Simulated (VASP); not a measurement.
A run of VASP 6.6.1 is set up as follows.

Contents of POSCAR:

```
NaLaMnMoO6
1.0
    4.9777500000     -2.8814600000      0.0205500000
    4.9777500000      2.8814600000      0.0205500000
   -3.0608600000      0.0000000000      4.5978500000
Na La Mn Mo O
1 1 1 1 6
Direct
    0.9948200000      0.9948200000      0.4999400000
    0.7530700000      0.7530700000      0.7882500000
    0.2501600000      0.2501600000      0.1981100000
    0.4986700000      0.4986700000      0.9972200000
    0.3033800000      0.3033800000      0.6139600000
    0.3290200000      0.8285000000      0.8764900000
    0.1955800000      0.6363000000      0.1535400000
    0.6363000000      0.1955800000      0.1535400000
    0.8285000000      0.3290200000      0.8764900000
    0.7105000000      0.7105000000      0.3424600000
```

INCAR.step1

```
SYSTEM = NaLaMnMoO6
PREC     = Accurate       ! precision mode
ENCUT    = 520            ! plane-wave cutoff, eV
EDIFF    = 1E-5           ! SCF threshold, eV
ISMEAR   = -1             ! smearing method
SIGMA    = 0.05           ! smearing width, eV
LREAL    = .FALSE.        ! projectors in reciprocal space
LASPH    = .TRUE.         ! aspherical terms in the spheres
NELM     = 120            ! most SCF steps
ALGO     = Normal         ! electronic algorithm
ISIF     = 2              ! what is computed and relaxed
LWAVE    = .TRUE.         ! write WAVECAR
LCHARG   = .FALSE.        ! write CHGCAR
ISPIN    = 2              ! spin polarisation
MAGMOM   = 0 0 4 1 0 0 0 0 0 0 ! initial moments
LMAXMIX  = 6              ! l up to which the mixer works
NBANDS   = 56             ! bands
GGA      = PE             ! functional
```

File INCAR.step2:

```
SYSTEM = NaLaMnMoO6
PREC     = Accurate       ! precision mode
ENCUT    = 520            ! plane-wave cutoff, eV
EDIFF    = 1E-7           ! SCF threshold, eV
ISMEAR   = -5             ! smearing method
SIGMA    = 0.05           ! smearing width, eV
LREAL    = .FALSE.        ! projectors in reciprocal space
LASPH    = .TRUE.         ! aspherical terms in the spheres
NELM     = 120            ! most SCF steps
ALGO     = Normal         ! electronic algorithm
ISIF     = 2              ! what is computed and relaxed
LWAVE    = .FALSE.        ! write WAVECAR
LCHARG   = .FALSE.        ! write CHGCAR
ISPIN    = 2              ! spin polarisation
MAGMOM   = 0 0 4 1 0 0 0 0 0 0 ! initial moments
LORBIT   = 10             ! projections on sites
LMAXMIX  = 6              ! l up to which the mixer works
METAGGA  = R2SCAN         ! meta-GGA
LHFCALC  = .TRUE.         ! exact exchange
AEXX     = 0.25           ! exact-exchange fraction
LMIXTAU  = .TRUE.       
PRECFOCK = Normal       
HFRCUT   = -1           
NBANDS   = 56             ! bands
ISTART   = 1            
NEDOS    = 2001           ! points of the DOS
```

The input KPOINTS:

```
Automatic mesh
0
G
  3 3 3
  0 0 0
```

Potentials or basis: VASP PAW PBE potentials, release 64 (Na_pv, La, Mn_pv, Mo_sv, O).

The run is started by

```console
$ cat potpaw_PBE.64/Na_pv/POTCAR potpaw_PBE.64/La/POTCAR potpaw_PBE.64/Mn_pv/POTCAR potpaw_PBE.64/Mo_sv/POTCAR potpaw_PBE.64/O/POTCAR > POTCAR
$ cp INCAR.step1 INCAR
$ mpirun -np 8 vasp_std > vasp.out
$ cp INCAR.step2 INCAR
$ mpirun -np 8 vasp_std > vasp.out
```

Question: Estimate the band gap on the k mesh.

Answer: 3.72 eV, direct.

Question: What does it give for the site moments?

Answer: Na -0.00; La +0.00; Mn +4.58; Mo +0.07; O +0.00, +0.01, +0.03 μB.

Question: Estimate the pressure.

Answer: -6.2 GPa.

Stress tensor (GPa, compression positive):
```
-6.09  0.00 -0.39
 0.00 -6.43  0.00
-0.39  0.00 -5.99
```

Caveat: the k mesh is coarse (spacing up to 0.45 Å⁻¹), so the values aren't converged, least of all with exact exchange; the PAW data sets were made with another functional, which shifts forces and pressure a little; spin-orbit coupling is left out, which moves the levels of the heavy elements; an odd mesh through Γ misses points on the zone boundary, where band edges often lie; a cell with one magnetic atom can't hold antiferromagnetic order, which such compounds often take.
